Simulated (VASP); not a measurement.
## Ru from a squeezed to a stretched cell

How does Ru change with the volume? The starting structure is a measured crystal structure from the Crystallography Open Database. All runs use LDA. The equilibrium cell comes from relaxations that aren't shown. At each volume, shape and positions are relaxed as far as symmetry leaves them free.

Calculated with VASP 6.6.1; Kohn-Sham DFT with plane waves and PAW; LDA.

### 1. The structure

It takes space group P6_3/mmc (No. 194, hexagonal). The conventional cell has a = 2.706 Å, b = 2.706 Å, c = 4.282 Å, α = 90.00°, β = 90.00°, γ = 120.00°. Nearest to Ru lie 12 Ru at 2.65 to 2.71 Å.

As a file:

```cif
data_structure
_symmetry_space_group_name_H-M 'P 1'
_symmetry_Int_Tables_number 1
_cell_length_a 2.7058
_cell_length_b 2.7058
_cell_length_c 4.2819
_cell_angle_alpha 90.000
_cell_angle_beta 90.000
_cell_angle_gamma 120.000
_cell_volume 27.15
loop_
_atom_site_label
_atom_site_type_symbol
_atom_site_fract_x
_atom_site_fract_y
_atom_site_fract_z
_atom_site_occupancy
Ru1 Ru 0.33333 0.66667 0.25000 1
Ru2 Ru 0.66667 0.33333 0.75000 1
```

### 2. Relaxation at the equilibrium volume

File INCAR:

```
SYSTEM = Ru
PREC = Accurate
ENCUT = 500
EDIFF = 1E-07
NELM = 100
ISMEAR = 1
SIGMA = 0.15
LREAL = .FALSE.
ALGO = Normal
GGA = CA
NBANDS = 20
LASPH = .TRUE.
LORBIT = 11
LWAVE = .FALSE.
LCHARG = .FALSE.
KPAR = 4
IBRION = 2
NSW = 50
ISIF = 4
EDIFFG = -0.003
```

File POSCAR:

```
Ru
1.0
    2.6761103710      0.0000000000      0.0000000000
   -1.3380551855      2.3175795669      0.0000000000
    0.0000000000      0.0000000000      4.2308304464
Ru
2
Direct
    0.3333333300      0.6666666700      0.2500000000
    0.6666666700      0.3333333300      0.7500000000
```

File KPOINTS:

```
Automatic mesh
0
Gamma
18 18 10
0 0 0
```

PAW data sets: Ru_pv (LDA family, release 64).

Started as:

```
> mpirun -np 4 vasp_std
```

The program printed:

```text
[banner, memory and clock lines left out]
running    4 mpi-ranks, on    1 nodes
 distrk:  each k-point on    1 cores,    4 groups
 distr:  one band on    1 cores,    1 groups

 POSCAR found type information on POSCAR Ru
 POSCAR found :  1 types and       2 ions
 LDA part: xc-table for (Slater(with rela. corr.)+CA(PZ))
 , standard interpolation
 POSCAR, INCAR and KPOINTS ok, starting setup
 FFT: planning ... GRIDC
 FFT: planning ... GRID_SOFT
 FFT: planning ... GRID
 WAVECAR not read
 entering main loop
       N       E                     dE             d eps       ncg     rms          rms(c)
DAV:   1     0.280909522344E+03    0.28091E+03   -0.17238E+04  8928   0.152E+03
DAV:   2    -0.168254870784E+02   -0.29774E+03   -0.28951E+03  9140   0.456E+02
DAV:   3    -0.227947480961E+02   -0.59693E+01   -0.59180E+01 10140   0.724E+01
DAV:   4    -0.228425014100E+02   -0.47753E-01   -0.47695E-01 11400   0.610E+00
DAV:   5    -0.228431306116E+02   -0.62920E-03   -0.62670E-03  9924   0.617E-01    0.200E+01
DAV:   6    -0.214875880399E+02    0.13555E+01   -0.31218E+00 10156   0.176E+01    0.552E+00
DAV:   7    -0.214008068142E+02    0.86781E-01   -0.52160E-01 10092   0.518E+00    0.115E+00
DAV:   8    -0.213904107425E+02    0.10396E-01   -0.25411E-02  9856   0.141E+00    0.333E-01
DAV:   9    -0.213898296766E+02    0.58107E-03   -0.99334E-04 10220   0.348E-01    0.309E-02
DAV:  10    -0.213898481043E+02   -0.18428E-04   -0.98523E-05  9920   0.102E-01    0.229E-02
DAV:  11    -0.213898457926E+02    0.23117E-05   -0.16634E-05  9992   0.397E-02    0.106E-03
DAV:  12    -0.213898457707E+02    0.21858E-07   -0.22128E-07  7756   0.438E-03
   1 F= -.21389846E+02 E0= -.21389536E+02  d E =-.213898E+02
 curvature:   0.00 expect dE= 0.000E+00 dE for cont linesearch  0.000E+00
 trial: gam= 0.00000 g(F)=  0.392E-43 g(S)=  0.114E-06 ort = 0.000E+00 (trialstep = 0.100E+01)
 search vector abs. value=  0.114E-06
 reached required accuracy - stopping structural energy minimisation
```

Elapsed: 19 s, on 4 MPI ranks of Intel Xeon Platinum 8259CL at 2.50GHz (Skylake/Cascade Lake), shared host; peak memory 0.74 GiB.

Lines that name or quote the potential files are left out of all logs, and their timing lines are given in words.

From OUTCAR (step 2):

```text
ion  position               nearest neighbor table
   1  0.333  0.667  0.250-   2 2.62   2 2.62   2 2.62   2 2.62   2 2.62   2 2.62
   2  0.667  0.333  0.750-   1 2.62   1 2.62   1 2.62   1 2.62   1 2.62   1 2.62

  LATTYP: Found a hexagonal cell.
 ALAT       =     2.6761103710
 C/A-ratio  =     1.5809626136

 Subroutine GETGRP returns: Found 24 space group operations
 (whereof 12 operations were pure point group operations)

The static configuration has the point symmetry D_3d.
 The point group associated with its full space group is D_6h.

 Found    222 irreducible k-points:

   k-points           NKPTS =    222   k-points in BZ     NKDIM =    222   number of bands    NBANDS=     20

   dimension x,y,z NGX =    20 NGY =   20 NGZ =   32
   dimension x,y,z NGXF=    40 NGYF=   40 NGZF=   64

   ENCUT  =  500.0 eV  36.75 Ry    6.06 a.u.   4.88  4.88  7.71*2*pi/ulx,y,z

   NELECT =      28.0000    total number of electrons

 k-points in reciprocal lattice and weights: Automatic mesh
   0.00000000  0.00000000  0.00000000       0.000
   0.05555556  0.00000000  0.00000000       0.002
   0.11111111  0.00000000  0.00000000       0.002
   0.16666667  0.00000000  0.00000000       0.002
   0.22222222  0.00000000  0.00000000       0.002
   0.27777778  0.00000000  0.00000000       0.002
   0.33333333  0.00000000  0.00000000       0.002
   0.38888889  0.00000000  0.00000000       0.002
   0.44444444  0.00000000  0.00000000       0.002
[...]
0.33333333  0.27777778  0.50000000       0.004
   0.33333333  0.33333333  0.50000000       0.001

 average (electrostatic) potential at core
       1 -66.8589       2 -66.8589

 E-fermi :  13.3259

 k-point     1 :       0.0000    0.0000    0.0000
  band No.  band energies     occupation
    ...
     11      10.7798      2.00000
     12      11.3109      2.00000
     13      11.3109      2.00000
     14      11.8594      2.00000
     15      11.8594      2.00000
     16      14.5928     -0.00000
     17      14.5928     -0.00000
     18      14.6808     -0.00000
     19      23.2738      0.00000
     20      23.2821      0.00000

 k-point     2 :       0.0556    0.0000    0.0000
  band No.  band energies     occupation
    ...
     11      11.0052      2.00000
     12      11.2565      2.00000
     13      11.4014      2.00000
     14      11.7406      2.00000
     15      11.7830      2.00000
     16      13.4787     -0.05392
     17      14.6418     -0.00000
     18      15.9542     -0.00000
     19      23.2739      0.00000
     20      23.2821      0.00000

 k-point     3 :       0.1111    0.0000    0.0000
  band No.  band energies     occupation
    ...
     12      11.3065      2.00000
     13      11.3561      2.00000
     14      11.5796      2.00000
     15      11.6681      2.00000
     16      12.6338      2.00000
     17      14.7661     -0.00000
     18      17.3606      0.00000
     19      23.2733      0.00000
     20      23.2821      0.00000

  Total       -0.0014604     -0.0014604     -0.0041236     -0.0000000     -0.0000000      0.0000000
  in kB       -0.0891679     -0.0891679     -0.2517806     -0.0000000     -0.0000000      0.0000000
  external PRESSURE =      -0.1433721 kB  Pullay stress =       0.0000000 kB

  energy-cutoff  :      500.00
  volume of cell :       26.24
      direct lattice vectors                 reciprocal lattice vectors
     2.676110371  0.000000000  0.000000000     0.373676666  0.215742323  0.000000000
    -1.338055186  2.317579567  0.000000000     0.000000000  0.431484646  0.000000000
     0.000000000  0.000000000  4.230830446     0.000000000  0.000000000  0.236360216

 POSITION                                       TOTAL-FORCE (eV/Angst)
 -----------------------------------------------------------------------------------
     -0.00000      1.54505      1.05771        -0.000000      0.000000      0.000000
      1.33806      0.77253      3.17312         0.000000     -0.000000      0.000000
 -----------------------------------------------------------------------------------
    total drift:                               -0.000004      0.000002     -0.000000

  FREE ENERGIE OF THE ION-ELECTRON SYSTEM (eV)
  ---------------------------------------------------
  free  energy   TOTEN  =       -21.3898457707 eV

  energy  without entropy=      -21.3889179571  energy(sigma->0) =      -21.38953650

 reached required accuracy - stopping structural energy minimisation

 total charge
# of ion       s       p       d       tot
------------------------------------------
    1        0.421   6.336   5.992  12.749
    2        0.421   6.336   5.992  12.749
--------------------------------------------------
tot          0.842  12.672  11.983  25.498

[... 3 further parts left out ...]
```

CONTCAR:

```
Ru
   1.00000000000000
     2.6761103710000000    0.0000000000000000    0.0000000000000000
    -1.3380551855000000    2.3175795669000001    0.0000000000000000
     0.0000000000000000    0.0000000000000000    4.2308304463999997
  Ru
     2
Direct
     0.3333333300000021    0.6666666699999979    0.2500000000000000
     0.6666666699999979    0.3333333300000021    0.7500000000000000
```

The run keeps the 24 symmetry operations of its start, so it cannot find a distortion of lower symmetry.

The equilibrium volume: 13.120 Å³ an atom and a pressure of -0.01 GPa. Further runs on this cell, not shown, give the modes B1g 273.2, E2g 216.7 cm⁻¹.

### 3. Relaxation at 0.96 of the equilibrium volume

INCAR is that of step 2.

File POSCAR:

```
Ru
1.0
    2.6399422837      0.0000000000      0.0000000000
   -1.3199711418      2.2862570844      0.0000000000
    0.0000000000      0.0000000000      4.1736500525
Ru
2
Direct
    0.3333333300      0.6666666700      0.2500000000
    0.6666666700      0.3333333300      0.7500000000
```

KPOINTS is that of step 2.

Started as:

```
> mpirun -np 4 vasp_std
```

The program printed:

```text
[... set-up lines as in an earlier step ...]
 entering main loop
       N       E                     dE             d eps       ncg     rms          rms(c)
DAV:   1     0.281489363263E+03    0.28149E+03   -0.17322E+04  8912   0.153E+03
DAV:   2    -0.167508485966E+02   -0.29824E+03   -0.28995E+03  9140   0.458E+02
DAV:   3    -0.226847726953E+02   -0.59339E+01   -0.58923E+01 10192   0.726E+01
DAV:   4    -0.227312589720E+02   -0.46486E-01   -0.46412E-01 11352   0.609E+00
[...]
DAV:  10    -0.213371519660E+02   -0.20377E-04   -0.80760E-05  9860   0.890E-02    0.228E-02
DAV:  11    -0.213371483978E+02    0.35682E-05   -0.18826E-05  9820   0.430E-02    0.171E-03
DAV:  12    -0.213371484253E+02   -0.27509E-07   -0.85594E-08  6868   0.313E-03
   1 F= -.21337148E+02 E0= -.21336849E+02  d E =-.213371E+02
[...]
N       E                     dE             d eps       ncg     rms          rms(c)
DAV:   1    -0.213401965551E+02   -0.30482E-02   -0.11441E-01  8976   0.268E+00    0.343E-01
DAV:   2    -0.213376211494E+02    0.25754E-02   -0.35177E-03  9028   0.519E-01    0.131E-01
DAV:   3    -0.213371247766E+02    0.49637E-03   -0.13365E-03  9388   0.251E-01    0.358E-02
DAV:   4    -0.213371270640E+02   -0.22875E-05   -0.36556E-05  9560   0.748E-02    0.749E-03
DAV:   5    -0.213371269477E+02    0.11634E-06   -0.16630E-06 10300   0.897E-03    0.215E-03
DAV:   6    -0.213371269494E+02   -0.16812E-08   -0.43136E-08  6080   0.192E-03
   2 F= -.21337127E+02 E0= -.21336831E+02  d E =0.214759E-04
 trial-energy change:    0.000021  1 .order    0.000023   -0.000374    0.000421
 step:   0.4740(harm=  0.4708)  dis= 0.00000  next Energy=   -21.337237 (dE=-0.889E-04)
[...]
N       E                     dE             d eps       ncg     rms          rms(c)
DAV:   1    -0.213380844983E+02   -0.95755E-03   -0.31615E-02  8956   0.141E+00    0.180E-01
DAV:   2    -0.213373734025E+02    0.71110E-03   -0.97241E-04  8988   0.275E-01    0.689E-02
DAV:   3    -0.213372366092E+02    0.13679E-03   -0.36676E-04  9360   0.132E-01    0.186E-02
DAV:   4    -0.213372370062E+02   -0.39694E-06   -0.10115E-05  9388   0.393E-02    0.378E-03
DAV:   5    -0.213372369186E+02    0.87608E-07   -0.42360E-07  9280   0.461E-03
   3 F= -.21337237E+02 E0= -.21336938E+02  d E =-.884933E-04
[...]
reached required accuracy - stopping structural energy minimisation
```

It took 38 s on 4 MPI ranks; peak memory 0.74 GiB; 2.4 min of CPU time.

Parts of OUTCAR (step 3):

```text
  Total        2.5921368      2.5921368      2.5940929      0.0000000     -0.0000000      0.0000000
  in kB      164.8667103    164.8667106    164.9911210      0.0000000     -0.0000000      0.0000000
  external PRESSURE =     164.9081806 kB  Pullay stress =       0.0000000 kB

 POSITION                                       TOTAL-FORCE (eV/Angst)
 -----------------------------------------------------------------------------------
     -0.00000      1.52329      1.04463         0.000000      0.000000      0.000000
      1.31920      0.76164      3.13388         0.000000     -0.000000      0.000000
 -----------------------------------------------------------------------------------
    total drift:                               -0.000004      0.000002     -0.000000

  FREE ENERGIE OF THE ION-ELECTRON SYSTEM (eV)
  ---------------------------------------------------
  free  energy   TOTEN  =       -21.3372369186 eV

  energy  without entropy=      -21.3363395261  energy(sigma->0) =      -21.33693779

[... 2 parts as in an earlier step ...]

[... 2 further parts left out ...]
[key lines of the parts left out:]
E-fermi :  14.1186
```

0.96 of the equilibrium volume: 12.595 Å³ an atom and a pressure of 16.49 GPa. Further runs on this cell, not shown, give the modes B1g 303.5, E2g 229.5 cm⁻¹.

### 4. Relaxation at 1.04 of the equilibrium volume

INCAR is that of step 3.

File POSCAR:

```
Ru
1.0
    2.7113263880      0.0000000000      0.0000000000
   -1.3556631940      2.3480775323      0.0000000000
    0.0000000000      0.0000000000      4.2865056527
Ru
2
Direct
    0.3333333300      0.6666666700      0.2500000000
    0.6666666700      0.3333333300      0.7500000000
```

KPOINTS is that of step 3.

Started as:

```
> mpirun -np 4 vasp_std
```

The program printed:

```text
[... set-up lines as in an earlier step ...]
 entering main loop
       N       E                     dE             d eps       ncg     rms          rms(c)
DAV:   1     0.279104534785E+03    0.27910E+03   -0.17353E+04  8896   0.151E+03
DAV:   2    -0.168934075057E+02   -0.29600E+03   -0.28758E+03  9172   0.453E+02
DAV:   3    -0.228014867925E+02   -0.59081E+01   -0.58623E+01 10128   0.716E+01
DAV:   4    -0.228497068310E+02   -0.48220E-01   -0.48183E-01 11616   0.605E+00
[...]
DAV:  10    -0.213458797145E+02   -0.16775E-04   -0.12533E-04  9956   0.114E-01    0.246E-02
DAV:  11    -0.213458770546E+02    0.26599E-05   -0.21600E-05 10076   0.443E-02    0.133E-03
DAV:  12    -0.213458770428E+02    0.11747E-07   -0.14466E-07  7468   0.375E-03
   1 F= -.21345877E+02 E0= -.21345562E+02  d E =-.213459E+02
[...]
N       E                     dE             d eps       ncg     rms          rms(c)
DAV:   1    -0.213485088134E+02   -0.26318E-02   -0.94886E-02  8996   0.242E+00    0.317E-01
DAV:   2    -0.213463114753E+02    0.21973E-02   -0.30740E-03  9236   0.474E-01    0.117E-01
DAV:   3    -0.213459196534E+02    0.39182E-03   -0.10839E-03  9664   0.220E-01    0.303E-02
DAV:   4    -0.213459201619E+02   -0.50847E-06   -0.31038E-05  9836   0.686E-02    0.557E-03
DAV:   5    -0.213459198296E+02    0.33229E-06   -0.13599E-06 10372   0.802E-03    0.184E-03
DAV:   6    -0.213459198024E+02    0.27208E-07   -0.31973E-08  6280   0.173E-03
   2 F= -.21345920E+02 E0= -.21345604E+02  d E =-.427596E-04
 trial-energy change:   -0.000043  1 .order   -0.000041   -0.000308    0.000227
 step:   0.5817(harm=  0.5759)  dis= 0.00000  next Energy=   -21.345967 (dE=-0.901E-04)
[...]
N       E                     dE             d eps       ncg     rms          rms(c)
DAV:   1    -0.213464199192E+02   -0.50009E-03   -0.16601E-02  8988   0.101E+00    0.132E-01
DAV:   2    -0.213460342691E+02    0.38565E-03   -0.53865E-04  9088   0.197E-01    0.491E-02
DAV:   3    -0.213459659080E+02    0.68361E-04   -0.19077E-04  9656   0.922E-02    0.127E-02
DAV:   4    -0.213459663227E+02   -0.41467E-06   -0.54488E-06  9680   0.288E-02    0.239E-03
DAV:   5    -0.213459663362E+02   -0.13589E-07   -0.24585E-07  7744   0.343E-03
   3 F= -.21345966E+02 E0= -.21345649E+02  d E =-.892934E-04
[...]
reached required accuracy - stopping structural energy minimisation
```

The job ended after 46 s (4 MPI ranks; peak memory 0.75 GiB; 3 min of CPU time).

OUTCAR, selected parts (step 4):

```text
  Total       -2.2286642     -2.2286642     -2.2296239     -0.0000000      0.0000000      0.0000000
  in kB     -130.8451354   -130.8451357   -130.9014831     -0.0000000      0.0000000      0.0000000
  external PRESSURE =    -130.8639181 kB  Pullay stress =       0.0000000 kB

 POSITION                                       TOTAL-FORCE (eV/Angst)
 -----------------------------------------------------------------------------------
     -0.00000      1.56640      1.07024         0.000000      0.000000      0.000000
      1.35654      0.78320      3.21072         0.000000     -0.000000      0.000000
 -----------------------------------------------------------------------------------
    total drift:                               -0.000004      0.000003     -0.000000

  FREE ENERGIE OF THE ION-ELECTRON SYSTEM (eV)
  ---------------------------------------------------
  free  energy   TOTEN  =       -21.3459663362 eV

  energy  without entropy=      -21.3450147478  energy(sigma->0) =      -21.34564914

[... 2 parts as in an earlier step ...]

[... 2 further parts left out ...]
[key lines of the parts left out:]
E-fermi :  12.5926
```

1.04 of the equilibrium volume: 13.645 Å³ an atom and a pressure of -13.09 GPa. Further runs on this cell, not shown, give the modes B1g 244.8, E2g 204.8 cm⁻¹.

(Continued in part 2 of 3.)

[Lines on the potential files, build, host, timing and source positions are cut from VASP's logs without a mark.]

[Logs are printed without paths, hosts, clocks, repeated set-up lines and the standing remarks that a program may print on its own settings, such as how far it seeks lower states.]

[Hosts, paths, dates, database ids (printed as entryN), source tags and the programs' standing remarks are cut or masked in the printed files.]
